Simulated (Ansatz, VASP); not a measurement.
# SnC3: VASP beside Ansatz

```
C Sn
1.0
     3.00838    0.00000    0.00000
     0.00000    3.00838    0.00000
     0.00000    0.00000    4.68950
C Sn
3 1
Direct
  0.50000 0.00000 0.82036
  0.50000 0.50000 0.00000
  0.00000 0.50000 0.17964
  0.00000 0.00000 0.50000
```

Alike in both runs: task single point; functional r2SCAN; k mesh 8 × 8 × 4; no spin polarisation.

|  | VASP | Ansatz |
| --- | --- | --- |
| version | VASP 6.6.1 | Ansatz 0.2.0 |
| potentials or method | VASP PAW PBE potentials, release 64 (C, Sn_d) | plane waves, PAW |
| plane-wave cutoff (eV) | 520 | 500 |
| occupations | gaussian, width 0.01 eV | fixed |
| valence electrons in the cell | 26 | 26 |

```csv
,VASP,Ansatz,Ansatz less VASP
gap on the k mesh at the Fermi level (eV),0.27,0.27,-0.003
pressure (GPa),-5.7,-6.1,-0.41
largest component of the traceless stress (GPa),0.92,0.88,-0.043
rms of the force components (eV/Å),0.063,0.066,+0.0027
```

Atom by atom the forces differ by 0.003 eV/Å (rms over components).

Caveats: the PAW data sets were made with another functional, which shifts forces and pressure a little (VASP); spin-orbit coupling is left out, which moves the levels of the heavy elements.
